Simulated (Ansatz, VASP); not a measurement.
## Cross-check of GaSb between VASP and Ansatz

Wanted: the spread between two codes on one cell, functional and k mesh. The cell is taken from a series of runs on this material, whose earlier steps may have relaxed, scaled, displaced or heated it; both programs get it as it stands.

Calculated with Ansatz 0.2.0; plane waves, with VASP 6.6.1 beside it; single point at PBE.

## (1) Set-up

Symmetry: F-43m, No. 216, cubic system. The conventional cell has a = 6.183 Å, b = 6.183 Å, c = 6.183 Å, α = 90.00°, β = 90.00°, γ = 90.00°. Nearest to Ga lie 4 Sb at 2.68 Å. Nearest to Sb lie 4 Ga at 2.68 Å. Farther neighbours are not listed.

Coordinates:

```
Ga Sb
1.0
     0.00000    3.09131    3.09131
     3.09131    0.00000    3.09131
     3.09131    3.09131    0.00000
Ga Sb
1 1
Cartesian
  0.0000 0.0000 0.0000
  1.5457 1.5457 1.5457
```

## (2) VASP: single point, PBE, pair 1

A single point gives forces, pressure and levels at one fixed geometry, so differences don't come from the geometry; what else differs is listed under the comparison.

Lines of VASP's logs that name or quote its potential files are left out, and so is its time.

INCAR reads:

```
SYSTEM = GaSb
PREC = Accurate
ENCUT = 500
EDIFF = 1E-06
NELM = 120
ISMEAR = 1
SIGMA = 0.2
LREAL = .FALSE.
ALGO = Normal
GGA = PE
NBANDS = 15
LORBIT = 11
LWAVE = .FALSE.
LCHARG = .FALSE.
ISIF = 2
LASPH = .TRUE.
GGA_COMPAT = .FALSE.
```

POSCAR reads:

```
GaSb
1.0
    0.0000000000      3.0913077023      3.0913077023
    3.0913077023      0.0000000000      3.0913077023
    3.0913077023      3.0913077023      0.0000000000
Ga Sb
1 1
Direct
    0.0000000000      0.0000000000      0.0000000000
    0.2500000000      0.2500000000      0.2500000000
```

KPOINTS reads:

```
Automatic mesh
0
Gamma
12 12 12
0 0 0
```

The projector-augmented-wave data sets are Ga_d and Sb (PBE family, release 64).

Started as:

```sh
> mpirun -np 1 vasp_std
```

Numbers of over 12 decimals in the logs are rounded to 6 here.

The log of the run:

```text
[banner, memory and clock lines left out]
running    1 mpi-ranks, on    1 nodes
 distrk:  each k-point on    1 cores,    1 groups
 distr:  one band on    1 cores,    1 groups

 POSCAR found type information on POSCAR GaSb
 POSCAR found :  2 types and       2 ions
 LDA part: xc-table for (Slater+PW92), standard interpolation
 POSCAR, INCAR and KPOINTS ok, starting setup
 FFT: planning ... GRIDC
 FFT: planning ... GRID_SOFT
 FFT: planning ... GRID
 WAVECAR not read
 entering main loop
       N       E                     dE             d eps       ncg     rms          rms(c)
DAV:   1     0.788897864434E+02    0.78890E+02   -0.85669E+03  2192   0.140E+03
DAV:   2    -0.144243261987E+01   -0.80332E+02   -0.77507E+02  2524   0.294E+02
DAV:   3    -0.731441534765E+01   -0.58720E+01   -0.58486E+01  2552   0.658E+01
DAV:   4    -0.741761526487E+01   -0.10320E+00   -0.10318E+00  2747   0.978E+00
DAV:   5    -0.742013003180E+01   -0.25148E-02   -0.25147E-02  2771   0.135E+00    0.305E+00
DAV:   6    -0.738029469701E+01    0.39835E-01   -0.64397E-02  3091   0.405E+00    0.183E+00
DAV:   7    -0.736892129125E+01    0.11373E-01   -0.36425E-02  2531   0.161E+00    0.335E-01
DAV:   8    -0.736986970483E+01   -0.94841E-03   -0.43391E-03  2862   0.787E-01    0.743E-02
DAV:   9    -0.737035427904E+01   -0.48457E-03   -0.66287E-04  2447   0.209E-01    0.328E-02
DAV:  10    -0.737039169502E+01   -0.37416E-04   -0.41534E-05  2692   0.413E-02    0.867E-03
DAV:  11    -0.737041194911E+01   -0.20254E-04   -0.29904E-05  2419   0.382E-02    0.557E-03
DAV:  12    -0.737041278488E+01   -0.83577E-06   -0.13042E-06  2578   0.840E-03
   1 F= -.73704128E+01 E0= -.73705600E+01  d E =0.441507E-03
```

Parts of OUTCAR (step 2):

```text
ion  position               nearest neighbor table
   1  0.000  0.000  0.000-   2 2.68   2 2.68   2 2.68   2 2.68
   2  0.250  0.250  0.250-   1 2.68   1 2.68   1 2.68   1 2.68

  LATTYP: Found a face centered cubic cell.
 ALAT       =     6.1826154046

 Subroutine GETGRP returns: Found 24 space group operations
 (whereof 24 operations were pure point group operations)

The static configuration has the point symmetry T_d .

 Found     72 irreducible k-points:

   k-points           NKPTS =     72   k-points in BZ     NKDIM =     72   number of bands    NBANDS=     15

   dimension x,y,z NGX =    32 NGY =   32 NGZ =   32
   dimension x,y,z NGXF=    64 NGYF=   64 NGZF=   64

   ENCUT  =  500.0 eV  36.75 Ry    6.06 a.u.   7.97  7.97  7.97*2*pi/ulx,y,z

   NELECT =      18.0000    total number of electrons

 k-points in reciprocal lattice and weights: Automatic mesh
   0.00000000  0.00000000  0.00000000       0.001
   0.08333333  0.00000000  0.00000000       0.005
   0.16666667  0.00000000  0.00000000       0.005
   0.25000000  0.00000000  0.00000000       0.005
   0.33333333  0.00000000  0.00000000       0.005
   0.41666667  0.00000000  0.00000000       0.005
   0.50000000  0.00000000  0.00000000       0.002
   0.08333333  0.08333333  0.00000000       0.003
   0.16666667  0.08333333  0.00000000       0.014
[...]
-0.33333333  0.50000000  0.16666667       0.007
  -0.25000000  0.50000000  0.25000000       0.003

 average (electrostatic) potential at core
       1 -65.9705       2 -87.9461

 E-fermi :   4.5934

 k-point     1 :       0.0000    0.0000    0.0000
  band No.  band energies     occupation
    ...
      6      -6.7093      2.00000
      7       4.3673      2.06779
      8       4.5522      1.34035
      9       4.5522      1.34035
     10       4.5522      1.34035
     11       7.3373     -0.00000
     12       7.3373     -0.00000
     13       7.3373     -0.00000
     14      10.3284      0.00000
     15      13.0847      0.00000

 k-point     2 :       0.0833    0.0000    0.0000
  band No.  band energies     occupation
    ...
      5     -10.3763      2.00000
      6      -6.6406      2.00000
      7       3.1879      2.00000
      8       4.4357      1.97412
      9       4.4357      1.97412
     10       5.3236     -0.00000
     11       7.4988     -0.00000
     12       7.4988     -0.00000
     13       7.5694     -0.00000
     14      10.7239      0.00000
    ...

 k-point     3 :       0.1667    0.0000    0.0000
  band No.  band energies     occupation
    ...
      5     -10.3765      2.00000
      6      -6.4386      2.00000
      7       1.8477      2.00000
      8       4.1702      2.01080
      9       4.1702      2.01080
     10       5.4684     -0.00000
     11       7.8571     -0.00000
     12       7.8571     -0.00000
     13       8.4160     -0.00000
     14      11.5398      0.00000
    ...

  Total        0.2782791      0.2782791      0.2782791     -0.0000000      0.0000000      0.0000000
  in kB        7.5463064      7.5463064      7.5463064     -0.0000000      0.0000000      0.0000000
  external PRESSURE =       7.5463064 kB  Pullay stress =       0.0000000 kB

  energy-cutoff  :      500.00
  volume of cell :       59.08
      direct lattice vectors                 reciprocal lattice vectors
     0.000000000  3.091307702  3.091307702    -0.161743847  0.161743847  0.161743847
     3.091307702  0.000000000  3.091307702     0.161743847 -0.161743847  0.161743847
     3.091307702  3.091307702  0.000000000     0.161743847  0.161743847 -0.161743847

 POSITION                                       TOTAL-FORCE (eV/Angst)
 -----------------------------------------------------------------------------------
      0.00000      0.00000      0.00000        -0.000000     -0.000000     -0.000000
      1.54565      1.54565      1.54565         0.000000      0.000000      0.000000
 -----------------------------------------------------------------------------------
    total drift:                                0.000001      0.000001      0.000001

  FREE ENERGIE OF THE ION-ELECTRON SYSTEM (eV)
  ---------------------------------------------------
  free  energy   TOTEN  =        -7.3704127849 eV

  energy  without entropy=       -7.3708542920  energy(sigma->0) =       -7.37055995

 total charge
# of ion       s       p       d       tot
------------------------------------------
    1        0.911   0.736   9.959  11.606
    2        1.133   1.320   0.026   2.479
--------------------------------------------------
tot          2.044   2.056   9.985  14.084

[... 3 further parts left out ...]
```

The run ends at a pressure of 0.75 GPa.

## (3) Ansatz: single point, PBE, pair 1

Ansatz runs on its default PAW (the set named soft_2) files.

The same cell, functional, mesh and smearing now go to Ansatz, which takes its cutoff from its data sets.

input.yaml reads:

```yaml
crystal:
  lattice:
    - [0.0, 3.0913077023, 3.0913077023]
    - [3.0913077023, 0.0, 3.0913077023]
    - [3.0913077023, 3.0913077023, 0.0]
  atoms:
    - { symbol: Ga, position: [0.0, 0.0, 0.0] }
    - { symbol: Sb, position: [0.25, 0.25, 0.25] }
kpoints:
  mp_grid: { grid: [12, 12, 12] }
hamiltonian:
  xc: pbe
scf:
  occupations: { method: methfessel_paxton, width: 0.2 }
output:
  forces: true
  stress: true
  eigenvalues: true
```

Started as:

```sh
> ansatz run input.yaml --threads 4 --pin off --max-ram 8192MiB --backend cpu --events-out ev --progress --plain --runs-dir out
```

The log of the run:

```text
Engine: ansatz 0.2.0, aarch64-unknown-linux-gnu
Pseudopotentials: kind: paw
Pseudopotential: Ga, paw, valence charge 13, recommended cutoff 420 eV (normal), Ga.paw.azcp
Pseudopotential: Sb, paw, valence charge 15, recommended cutoff 420 eV (normal), Sb.paw.azcp
Functional definition: PBE
  parameter kappa = 0.804
  parameter beta = 0.066725
  exchange = pbe_x(kappa = kappa, mu = beta*pi^2/3)
  correlation = pbe_c(beta = beta)
Crystal: 2 atoms, lattice volume = 59.082 Å³
Basis set: ecut = 420 eV, 1139 PW (Γ), exchange–correlation on 60×60×60 points (8 copies of the dense FFT grid, shifted against one another)
Bands: 18, of which v1, the nominal top of the filled ones, is band 14 counted from 1 (13 counted from 0)
Symmetry: 24 space group operations
Space group: F-43m (ITA 216), of the structure as read, at distance tolerance 3.9e-5 Å
k-points: 72 of 1728 (time reversal used)
Non-local potential: Ga, projectors of the file, l = 0: 2, l = 1: 2, l = 2: 3, l = 3: 1
Non-local potential: Sb, projectors of the file, l = 0: 2, l = 1: 2, l = 2: 2, l = 3: 2
PAW form: soft (Blöchl's): semilocal exchange-correlation on the pseudo side does not see the compensation charge
PAW one-centre angular grid: Ga, 590 points (default); XC on 64 Gauss nodes
PAW one-centre angular grid: Sb, 590 points (default); XC on 64 Gauss nodes
Initial density: superposition of atomic densities (neutral atoms: chi_scale 0, normalization atom), corrected by the library's trained network
Initial wavefunctions: pseudopotential atomic-orbital guess
Functional: x = pbe(κ = 0.804, μ = 0.219515), c = pbe(β = 0.066725)
SCF iter   1: F=—  HF=-10267.839258 eV  |F-HF|=—  |Δ(HF+E_count)|=         —  Δρ=1.36e-3  dr2=1.98e-3  ethr=1.77e-3  ⟨swp⟩=5.1  Hψ=6238  notcnv=0
preconditioner: auto → none  [insulator: Δε(μ)=0.336 eV  Ē_g=14.451 eV  σ=0.200 eV  W_gap=0.70  n_scr=14 (ndim 8)  ℏωp=20.5 eV  f_vac=0.100  D(μ)=0.04/eV (n_scr^D=0)  ε∞_Penn≈3.0]
SCF iter   2: F=—  HF=-10267.837857 eV  |F-HF|=—  |Δ(HF+E_count)|=   1.40e-3  S|Δr|=    0.00e0  Δρ=6.41e-4  dr2=2.82e-4  ethr=7.07e-6  ⟨swp⟩=2.0  Hψ=2529  notcnv=0
SCF iter   3: F=—  HF=-10267.837868 eV  |F-HF|=—  |Δ(HF+E_count)|=   1.19e-5  S|Δr|=    0.00e0  Δρ=2.82e-4  dr2=4.70e-5  ethr=1.01e-6  ⟨swp⟩=2.0  Hψ=1945  notcnv=0
SCF iter   4: F=—  HF=-10267.837887 eV  |F-HF|=—  |Δ(HF+E_count)|=   1.85e-5  S|Δr|=    0.00e0  Δρ=8.66e-5  dr2=3.27e-6  ethr=1.68e-7  ⟨swp⟩=2.0  Hψ=1945  notcnv=0
SCF iter   5: F=—  HF=-10267.837894 eV  |F-HF|=—  |Δ(HF+E_count)|=   7.20e-6  S|Δr|=    0.00e0  Δρ=4.20e-5  dr2=6.29e-7  ethr=1.17e-8  ⟨swp⟩=2.0  Hψ=2308  notcnv=0
SCF iter   6: F=-10267.837894 eV  HF=-10267.837894 eV  |F-HF|=1.13e-8  |Δ(HF+E_count)|=   1.99e-7  S|Δr|=    0.00e0  Δρ=1.33e-5  dr2=4.75e-8  ethr=3.57e-10  ⟨swp⟩=3.6  Hψ=5739  notcnv=0
SCF 1 converged in 6 iterations: F = -10267.837894 eV  dr2 = 4.75e-8
  greatest PAW one-centre occupation: 0.995 electrons in one spin orbital (limit 2), on the Sb atom at site 1 (counted from 0), in its partial waves of l = 2
SCF converged after 6 iterations
Stability not checked: this state was not tested for a lower state beside it, because cold or Methfessel-Paxton smearing, or corrected tetrahedra, fill the levels in a way that the test cannot read (fill_not_monotonic; see scf.lower_state_search)
Free energy (F): -10267.837894 eV
Harris-Foulkes:  -10267.837894 eV  (|F-HF|=1.13e-8)
Internal energy: -10267.838331 eV  (E = F + TS)
E sigma→0 (E₀):  -10267.838003 eV
Entropy (-TS):   0.000437 eV (0.219 meV/atom)
Fermi energy:    7.345086 eV
Step filling:    the computed levels leave a gap of 0.0000 eV = 0.0 smearing widths at the electron count; against every level under it full and every level over it empty, smearing changes F+E_penalty+E_count by +0.157 meV and its σ→0 estimate by +0.048 meV
--- Per-component energies (eV) ---
  E_band       = -270.435079
  E_kinetic    = 322.352623
  E_local      = -3955.733382  (includes V_loc(G=0)·N_el)
  E_nonlocal   = 787.030019
  E_hartree    = 1818.096495
  E_xc         = -207.036651
  E_vxc        = -153.567012  (∫ρ·V_xc dr)
  E_paw        = -6564.692487  (= ΣΔE_a)
  E_vpaw       = -906.722541  (= ΣTr[D̂ρ^β])
  E_aug_tail   = -0.000119  (compensation charges beyond the density's cutoff)
  E_ewald      = -2467.854830
  E_smearing   = 0.000437  (= −TS)
  E_closure    = -0.000000  (closes the sum)
  Σ components = -10267.837894   (vs F -10267.837894, Δ=0.00e0)
--- Forces (eV/Å), atoms counted from 1 ---
  atom   1  Ga     0.00000000    -0.00000000     0.00000000
  atom   2  Sb    -0.00000000     0.00000000     0.00000000
  max |Σ_I F_I| component: 7.40e-17 eV/Å
--- Stress (GPa, compression-positive) ---
        0.698515      -0.000000      -0.000000
        0.000000       0.698515       0.000000
        0.000000       0.000000       0.698515
  P = ⅓ Tr σ = 0.6985 GPa (6.985 kbar)
--- Band table (eV; the first three rows and the last of 72) ---
  k-point 0: bands = [... 10 lower, -3.9585, 7.1175, 7.3041, 7.3041, 7.3041, 10.0999, 10.0999, 10.0999]
  k-point 1: bands = [... 10 lower, -3.8898, 5.9403, 7.1880, 7.1880, 8.0757, 10.2614, 10.2614, 10.3303]
  k-point 2: bands = [... 10 lower, -3.6877, 4.6024, 6.9234, 6.9234, 8.2232, 10.6203, 10.6203, 11.1746]
  k-point 71: bands = [... 10 lower, -1.5973, 0.7705, 4.1056, 4.3227, 10.8761, 11.6270, 11.6489, 12.0799]
```

In the SCF lines HF is the Harris–Foulkes energy and dr2 the Hartree energy of the density residual, in eV; the loop may stop once dr2 is under the threshold and the program's other checks hold. Hψ counts applications of the Hamiltonian.

The run ends at a pressure of 0.70 GPa.

## (4) Comparison

Known differences besides the potentials themselves: the data sets hold 28 valence electrons in Ansatz (on its default PAW (the set named soft_2) files) and 18 in VASP; the cutoff is 420 eV in Ansatz and 500 eV in VASP. Total energies have different zeros and are not compared.

Compared:

| quantity | Ansatz | VASP | difference |
| --- | --- | --- | --- |
| pressure (GPa) | 0.70 | 0.75 | -0.06 |

## (5) VASP: single point, PBE, pair 2

With cell and atoms fixed, the geometry can't cause a difference; cores, projectors, grids and the points listed under the comparison can. The cell compared in this pair holds 58.18 Å³, against 59.08 Å³ for the pair before.

INCAR is that of step 2.

POSCAR reads:

```
GaSb
1.0
    0.0000000000      3.0755354498      3.0755354498
    3.0755354498      0.0000000000      3.0755354498
    3.0755354498      3.0755354498      0.0000000000
Ga Sb
1 1
Direct
    0.0000000000      0.0000000000      0.0000000000
    0.2500000000      0.2500000000      0.2500000000
```

KPOINTS is that of step 2.

Started as:

```sh
> mpirun -np 1 vasp_std
```

The log of the run:

```text
[... set-up lines as in an earlier step ...]
 entering main loop
       N       E                     dE             d eps       ncg     rms          rms(c)
DAV:   1     0.825774510354E+02    0.82577E+02   -0.85715E+03  2176   0.143E+03
DAV:   2    -0.119222443442E+01   -0.83770E+02   -0.80615E+02  2461   0.304E+02
DAV:   3    -0.730927389627E+01   -0.61170E+01   -0.61009E+01  2650   0.678E+01
DAV:   4    -0.741339644257E+01   -0.10412E+00   -0.10411E+00  2582   0.995E+00
[...]
DAV:  10    -0.736391212650E+01   -0.33243E-04   -0.39103E-05  2784   0.411E-02    0.885E-03
DAV:  11    -0.736393310459E+01   -0.20978E-04   -0.30621E-05  2349   0.389E-02    0.574E-03
DAV:  12    -0.736393387183E+01   -0.76725E-06   -0.12599E-06  2625   0.881E-03
   1 F= -.73639339E+01 E0= -.73640594E+01  d E =0.376636E-03
```

OUTCAR, selected parts (step 5):

```text
  Total        0.5540813      0.5540813      0.5540813      0.0000000      0.0000000     -0.0000000
  in kB       15.2577983     15.2577983     15.2577983      0.0000000      0.0000000     -0.0000000
  external PRESSURE =      15.2577983 kB  Pullay stress =       0.0000000 kB

 POSITION                                       TOTAL-FORCE (eV/Angst)
 -----------------------------------------------------------------------------------
      0.00000      0.00000      0.00000        -0.000000      0.000000      0.000000
      1.53777      1.53777      1.53777         0.000000     -0.000000      0.000000
 -----------------------------------------------------------------------------------
    total drift:                                0.000000      0.000000      0.000000

  FREE ENERGIE OF THE ION-ELECTRON SYSTEM (eV)
  ---------------------------------------------------
  free  energy   TOTEN  =        -7.3639338718 eV

  energy  without entropy=       -7.3643105080  energy(sigma->0) =       -7.36405942

[... 1 part as in an earlier step ...]

[... 2 further parts left out ...]
[key lines of the parts left out:]
E-fermi :   4.7460
```

The run ends at a pressure of 1.53 GPa.

## (6) Ansatz: single point, PBE, pair 2

The same cell, functional, mesh and smearing now go to Ansatz, which takes its cutoff from its data sets.

The cell is taken from a series of runs on this material, whose earlier steps may have relaxed, scaled, displaced or heated it; both programs get it as it stands.

input.yaml, the sections that differ from step 3:

```yaml
crystal:
  lattice:
    - [0.0, 3.0755354498, 3.0755354498]
    - [3.0755354498, 0.0, 3.0755354498]
    - [3.0755354498, 3.0755354498, 0.0]
  atoms:
    - { symbol: Ga, position: [0.0, 0.0, 0.0] }
    - { symbol: Sb, position: [0.25, 0.25, 0.25] }
# kpoints, hamiltonian, scf, output: as in step 3
```

Started as:

```sh
> ansatz run input.yaml --threads 4 --pin off --max-ram 8192MiB --backend cpu --events-out ev --progress --plain --runs-dir out
```

The log of the run:

```text
[...]
Crystal: 2 atoms, lattice volume = 58.182 Å³
Basis set: ecut = 420 eV, 1139 PW (Γ), exchange–correlation on 60×60×60 points (8 copies of the dense FFT grid, shifted against one another)
Bands: 18, of which v1, the nominal top of the filled ones, is band 14 counted from 1 (13 counted from 0)
Symmetry: 24 space group operations
[...]
k-points: 72 of 1728 (time reversal used)
[...]
--- Band table (eV; the first three rows and the last of 72) ---
  k-point 0: bands = [... 10 lower, -3.8672, 7.4189, 7.4988, 7.4988, 7.4988, 10.2913, 10.2913, 10.2913]
  k-point 1: bands = [... 10 lower, -3.7971, 6.1646, 7.3794, 7.3794, 8.3310, 10.4566, 10.4566, 10.5347]
  k-point 2: bands = [... 10 lower, -3.5910, 4.7983, 7.1083, 7.1083, 8.4645, 10.8220, 10.8220, 11.4122]
  k-point 71: bands = [... 10 lower, -1.4432, 0.9025, 4.2314, 4.4507, 11.1278, 11.8282, 11.8805, 12.2735]
[key lines of the parts left out:]
SCF converged after 6 iterations
Free energy (F): -10267.831856 eV
Fermi energy:    7.539526 eV
P = ⅓ Tr σ = 1.4628 GPa (14.628 kbar)
```

The run ends at a pressure of 1.46 GPa.

(Continued in part 2 of 2.)

[Lines on the potential files, build, host, timing and source positions are cut from VASP's logs without a mark.]

[Logs are printed without paths, hosts, clocks, repeated set-up lines and the standing remarks that a program may print on its own settings, such as how far it seeks lower states.]

[Hosts, paths, dates, database ids (printed as entryN), source tags and the programs' standing remarks are cut or masked in the printed files.]
